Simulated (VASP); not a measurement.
All values below come from MS2 meta-GGA, VASP's PBE PAW potentials (set 64) (plane waves; VASP 6.6.1).

The input files of a VASP run:

**INCAR**
```
SYSTEM  =  KBr
PREC  =  Accurate; ENCUT  =  520; LREAL  =  .FALSE.
LASPH  =  .TRUE.
EDIFF  =  1E-6; NELM  =  100; ALGO  =  Normal
LMAXMIX  =  4; LMIXTAU  =  .TRUE.
ISMEAR  =  0; SIGMA  =  0.05
METAGGA  =  MS2
IBRION  =  2; NSW  =  60; ISIF  =  3
EDIFFG  =  -0.01
LWAVE  =  .FALSE.; LCHARG  =  .FALSE.
```

File POSCAR:
```
KBr
1
    0.0000000000     3.3000000000     3.3000000000
    3.3000000000     0.0000000000     3.3000000000
    3.3000000000     3.3000000000     0.0000000000
K Br
1 1
Direct
  0.0000000000   0.0000000000   0.0000000000
  0.5000000000   0.5000000000   0.5000000000
```

**KPOINTS**
```
Automatic mesh
0
Gamma
6 6 6
0 0 0
```

POTCAR, in this order: K_sv Br (PBE.64 set). Program: vasp_std.

The resulting files:

OUTCAR:
```
 ion  position               nearest neighbor table
   1  0.000  0.000  0.000-   2 3.30   2 3.30   2 3.30   2 3.30   2 3.30   2 3.30
   2  0.500  0.500  0.500-   1 3.30   1 3.30   1 3.30   1 3.30   1 3.30   1 3.30
  LATTYP: Found a face centered cubic cell.
 ALAT       =     6.6000000000
 Subroutine PRICEL returns:
 Original cell was already a primitive cell.
 Subroutine GETGRP returns: Found 48 space group operations
The static configuration has the point symmetry O_h .
The dynamic configuration has the point symmetry O_h .
 Subroutine INISYM returns: Found 48 space group operations
 Subroutine IBZKPT returns following result:
 Found     16 irreducible k-points:

 Following reciprocal coordinates:
            Coordinates               Weight
  0.000000  0.000000  0.000000      1.000000
  0.166667  0.000000  0.000000      8.000000
  0.333333  0.000000  0.000000      8.000000
  0.500000  0.000000  0.000000      4.000000
  0.166667  0.166667  0.000000      6.000000
  0.333333  0.166667  0.000000     24.000000
  0.500000  0.166667  0.000000     24.000000
 -0.333333  0.166667  0.000000     24.000000
 -0.166667  0.166667  0.000000     12.000000
...
```

File OSZICAR:
```
       N       E                     dE             d eps       ncg     rms          rms(c)
DAV:   1     0.842510835793E+02    0.84251E+02   -0.65454E+03   384   0.110E+03
DAV:   2    -0.131948669417E+02   -0.97446E+02   -0.89884E+02   484   0.267E+02
DAV:   3    -0.189543846203E+02   -0.57595E+01   -0.56900E+01   532   0.592E+01
DAV:   4    -0.192265819879E+02   -0.27220E+00   -0.26718E+00   572   0.112E+01
DAV:   5    -0.192318308143E+02   -0.52488E-02   -0.52451E-02   512   0.147E+00    0.536E+00
DAV:   6    -0.121448463205E+02    0.70870E+01   -0.12856E+01   552   0.244E+01    0.276E+00
DAV:   7    -0.126542339622E+02   -0.50939E+00   -0.12635E+00   424   0.127E+01    0.205E+00
DAV:   8    -0.136897980121E+02   -0.10356E+01   -0.12809E+00   408   0.144E+01    0.151E+00
DAV:   9    -0.125774640082E+02    0.11123E+01   -0.59746E-01   384   0.975E+00    0.143E+00
DAV:  10    -0.125504317827E+02    0.27032E-01   -0.90834E-02   528   0.419E+00    0.130E+00
DAV:  11    -0.123835598962E+02    0.16687E+00   -0.72785E-02   400   0.400E+00    0.973E-01
DAV:  12    -0.125841288342E+02   -0.20057E+00   -0.24666E-01   660   0.576E+00    0.810E-01
DAV:  13    -0.125965752724E+02   -0.12446E-01   -0.24509E-02   624   0.190E+00    0.861E-01
DAV:  14    -0.125884833087E+02    0.80920E-02   -0.45042E-03   408   0.112E+00    0.977E-01
DAV:  15    -0.125943546682E+02   -0.58714E-02   -0.55916E-02   432   0.376E+00    0.164E-01
DAV:  16    -0.126158804202E+02   -0.21526E-01   -0.49532E-02   568   0.261E+00    0.234E-01
DAV:  17    -0.125972217158E+02    0.18659E-01   -0.27312E-02   528   0.185E+00    0.245E-01
DAV:  18    -0.125961824987E+02    0.10392E-02   -0.26776E-03   476   0.663E-01    0.132E-01
DAV:  19    -0.125965615106E+02   -0.37901E-03   -0.45140E-04   416   0.311E-01    0.839E-02
DAV:  20    -0.125964200087E+02    0.14150E-03   -0.68532E-04   628   0.250E-01    0.236E-02
DAV:  21    -0.125963155620E+02    0.10445E-03   -0.19285E-04   684   0.161E-01    0.118E-02
DAV:  22    -0.125963379969E+02   -0.22435E-04   -0.16492E-05   744   0.607E-02    0.584E-03
DAV:  23    -0.125963407978E+02   -0.28010E-05   -0.16789E-06   336   0.242E-02    0.323E-03
DAV:  24    -0.125963417115E+02   -0.91371E-06   -0.35665E-07   340   0.998E-03
   1 F= -.12596342E+02 E0= -.12596342E+02  d E =-.125963E+02
       N       E                     dE             d eps       ncg     rms          rms(c)
DAV:   1    -0.125990761527E+02   -0.27354E-02   -0.63163E-02   400   0.287E+00    0.324E-01
DAV:   2    -0.125969830695E+02    0.20931E-02   -0.49162E-03   520   0.693E-01    0.118E-01
DAV:   3    -0.125965327230E+02    0.45035E-03   -0.13030E-03   472   0.373E-01    0.643E-02
DAV:   4    -0.125964074455E+02    0.12528E-03   -0.91530E-04   396   0.406E-01    0.748E-02
DAV:   5    -0.125965690994E+02   -0.16165E-03   -0.52137E-04   392   0.272E-01    0.135E-02
DAV:   6    -0.125966056901E+02   -0.36591E-04   -0.11779E-04   392   0.150E-01    0.614E-03
DAV:   7    -0.125966046427E+02    0.10474E-05   -0.17404E-05   432   0.529E-02    0.941E-03
DAV:   8    -0.125966052241E+02   -0.58141E-06   -0.91889E-06   408   0.360E-02
   2 F= -.12596605E+02 E0= -.12596605E+02  d E =-.263513E-03
       N       E                     dE             d eps       ncg     rms          rms(c)
DAV:   1    -0.126016199096E+02   -0.50153E-02   -0.12598E-01   400   0.404E+00    0.462E-01
DAV:   2    -0.125974138014E+02    0.42061E-02   -0.99014E-03   512   0.978E-01    0.166E-01
DAV:   3    -0.125965021608E+02    0.91164E-03   -0.26091E-03   456   0.529E-01    0.904E-02
DAV:   4    -0.125962184290E+02    0.28373E-03   -0.19307E-03   384   0.584E-01    0.105E-01
DAV:   5    -0.125965853612E+02   -0.36693E-03   -0.11828E-03   384   0.407E-01    0.194E-02
DAV:   6    -0.125966817023E+02   -0.96341E-04   -0.21197E-04   384   0.198E-01    0.118E-02
DAV:   7    -0.125966802931E+02    0.14092E-05   -0.41796E-05   424   0.752E-02    0.135E-02
DAV:   8    -0.125966827300E+02   -0.24369E-05   -0.19060E-05   388   0.523E-02    0.192E-03
DAV:   9    -0.125966825333E+02    0.19664E-06   -0.12611E-06   312   0.156E-02
   3 F= -.12596683E+02 E0= -.12596683E+02  d E =-.340822E-03
```

### OUTCAR
```
------------------------ aborting loop because EDIFF is reached ----------------------------------------
  FORCE on cell =-STRESS in cart. coord.  units (eV):
  Direction    XX          YY          ZZ          XY          YZ          ZX
  --------------------------------------------------------------------------------------
  Total       -0.0121428     -0.0121428     -0.0121428      0.0000000      0.0000000     -0.0000000
  in kB       -0.2675066     -0.2675066     -0.2675066      0.0000000      0.0000000     -0.0000000
  external PRESSURE =      -0.2675066 kB  Pullay stress =       0.0000000 kB
  volume of cell :       72.73
      direct lattice vectors                 reciprocal lattice vectors
    -0.000000000  3.313005683  3.313005683    -0.150920357  0.150920357  0.150920357
     3.313005683 -0.000000000  3.313005683     0.150920357 -0.150920357  0.150920357
     3.313005683  3.313005683  0.000000000     0.150920357  0.150920357 -0.150920357
  FREE ENERGIE OF THE ION-ELECTRON SYSTEM (eV)
  ---------------------------------------------------
  free  energy   TOTEN  =       -12.5966825333 eV

  energy  without entropy=      -12.5966825333  energy(sigma->0) =      -12.59668253

 reached required accuracy - stopping structural energy minimisation
```
(Selected blocks of OUTCAR.)

CONTCAR:
```
KBr
   1.00000000000000
    -0.0000000000000000    3.3130056834825323    3.3130056834825323
     3.3130056834825323   -0.0000000000000000    3.3130056834825323
     3.3130056834825323    3.3130056834825323    0.0000000000000000
  K               Br
     1     1
Direct
     0.0000000000000000    0.0000000000000000    0.0000000000000000
     0.5000000000000000    0.5000000000000000    0.5000000000000000
```

The compound is KBr in the rock salt structure. This run relaxes it. Symmetry was kept, so distortions that lower it aren't found.
